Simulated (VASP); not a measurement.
A convergence study with VASP on CdS (wurtzite): one setting is varied, all else stays as given below, so the limit is that of these other settings.

```
CELL_PARAMETERS angstrom
      2.07000    -3.58534     0.00000
      2.07000     3.58534     0.00000
      0.00000     0.00000     6.72000
ATOMIC_POSITIONS crystal
  Cd 0.66667 0.33333 0.50000
  Cd 0.33333 0.66667 0.00000
  S  0.66667 0.33333 0.87700
  S  0.33333 0.66667 0.37700
```

The numbers are results of LDA (Ceperley-Alder, Perdew-Zunger), VASP's LDA PAW potentials (set 64) (plane waves; VASP), not measurements. The tightest run used: 550 eV cut-off, 11×11×6 Monkhorst-Pack mesh, Gaussian smearing of 0.050 eV, potentials Cd S.

Q: The settings run are 1×1×1 mesh; 2×2×1 mesh; 3×3×2 mesh; 4×4×2 mesh; 5×5×3 mesh; 6×6×3 mesh; 7×7×4 mesh; 8×8×5 mesh; 9×9×5 mesh; 10×10×6 mesh; 11×11×6 mesh. From which on does the stress (every component) stay within 0.5 GPa of the tightest run?

A: From 4×4×2 mesh on: it is off by 0.06 there and by no more than 0.5 in any finer run, while 3×3×2 mesh is off by 0.82.
| setting | E (eV/atom) | pressure (GPa) | irreducible k-points | difference judged (GPa) |
|---|---|---|---|---|
| 1×1×1 mesh | -0.7828 | 16.65 | 1 | 25.54 |
| 2×2×1 mesh | -3.8175 | -3.17 | 2 | 3.64 |
| 3×3×2 mesh | -3.6573 | -1.81 | 3 | 0.82 |
| 4×4×2 mesh | -3.7010 | -2.29 | 6 | 0.06 |
| 5×5×3 mesh | -3.6954 | -2.26 | 10 | 0.04 |
| 6×6×3 mesh | -3.6983 | -2.28 | 24 | 0.01 |
| 7×7×4 mesh | -3.6983 | -2.28 | 16 | 0.01 |
| 8×8×5 mesh | -3.6984 | -2.28 | 60 | 0.00 |
| 9×9×5 mesh | -3.6983 | -2.28 | 36 | 0.00 |
| 10×10×6 mesh | -3.6984 | -2.28 | 90 | 0.00 |
| 11×11×6 mesh | -3.6984 | -2.28 | 48 | 0.00 |

Left out are rungs that failed or repeat a setting and relaxations that didn't move; long series are thinned to 24 rows.

The compound is CdS in the wurtzite structure. The cell was not relaxed at this level.
